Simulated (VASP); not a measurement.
Data:

```xyz
2
Lattice="3.7385 0.0000 0.0000 -1.8692 3.2376 0.0000 0.0000 0.0000 4.2677" Properties=species:S:1:pos:R:3 pbc="T T T"
Br     0.0000     2.1584     1.0669
Br     1.8692     1.0792     3.2008
```

The numbers are results of PBEsol GGA with spin-orbit coupling, VASP's PBE PAW potentials (set 64) (plane waves; VASP 6.6.1), not measurements. Run with 400 eV cut-off, 10×10×8 Γ-centred mesh, Gaussian smearing of 0.050 eV, potentials Br.

Q: Give the energies of bands 5 to 16 at the high-symmetry points, in eV from the Fermi level.

A: 
```json
[
 {"band": "5", "Γ": "-4.76", "M": "-4.17", "K": "-4.71", "A": "-2.26", "L": "-5.19", "H": "-5.08"},
 {"band": "6", "Γ": "-4.76", "M": "-4.17", "K": "-4.71", "A": "-2.26", "L": "-5.19", "H": "-5.08"},
 {"band": "7", "Γ": "-2.28", "M": "-3.35", "K": "-2.71", "A": "-2.26", "L": "-5.19", "H": "-4.96"},
 {"band": "8", "Γ": "-2.28", "M": "-3.35", "K": "-2.71", "A": "-2.26", "L": "-5.19", "H": "-4.96"},
 {"band": "9", "Γ": "-1.95", "M": "-2.98", "K": "-2.30", "A": "-1.28", "L": "-1.80", "H": "-3.20"},
 {"band": "10", "Γ": "-1.95", "M": "-2.98", "K": "-2.30", "A": "-1.28", "L": "-1.80", "H": "-3.20"},
 {"band": "11", "Γ": "-0.42", "M": "-1.93", "K": "-2.25", "A": "-1.28", "L": "-1.80", "H": "-2.93"},
 {"band": "12", "Γ": "-0.42", "M": "-1.93", "K": "-2.25", "A": "-1.28", "L": "-1.80", "H": "-2.93"},
 {"band": "13", "Γ": "0.05", "M": "-1.40", "K": "-2.13", "A": "-0.96", "L": "0.06", "H": "0.85"},
 {"band": "14", "Γ": "0.05", "M": "-1.40", "K": "-2.13", "A": "-0.96", "L": "0.06", "H": "0.85"},
 {"band": "15", "Γ": "1.22", "M": "0.35", "K": "-0.30", "A": "-0.96", "L": "0.06", "H": "1.08"},
 {"band": "16", "Γ": "1.22", "M": "0.35", "K": "-0.30", "A": "-0.96", "L": "0.06", "H": "1.08"}
]
```

It has no gap at this level: it comes out as a metal or semimetal.

The structure was generated: Br was put into the hcp type (P6_3/mmc), which need not be its known phase. It was relaxed first.
